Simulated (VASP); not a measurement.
Input:

```
CELL_PARAMETERS angstrom
      0.00000     2.69515     2.69515
      2.69515     0.00000     2.69515
      2.69515     2.69515     0.00000
ATOMIC_POSITIONS crystal
  Yb 0.00000 0.00000 0.00000
```

The numbers are results of PBE GGA with D4 dispersion, VASP's PBE PAW potentials (set 64) (plane waves; VASP), not measurements. Numerical set-up: 520 eV cut-off, 9×9×9 Γ-centred mesh, Gaussian smearing of 0.050 eV, potentials Yb_2.

The 4f electrons are frozen in the core of the lanthanide potential, so 4f levels, which can set the real gap, and their magnetism are missing.

### Question
The job: Yb (fcc), 1 atom, PBE-D4, static run, 520 eV, 9×9×9 Γ-centred mesh. Roughly how much core time does it take on a busy server core?

### Answer
About 6 core-seconds (one run on a shared machine, a rough figure). It had 35 irreducible k-points, 8 bands, up to 1067 plane waves and 11 electronic steps.

The compound is Yb in the fcc structure. This cell is one point of a volume scan, at 1.03 of the reference volume.
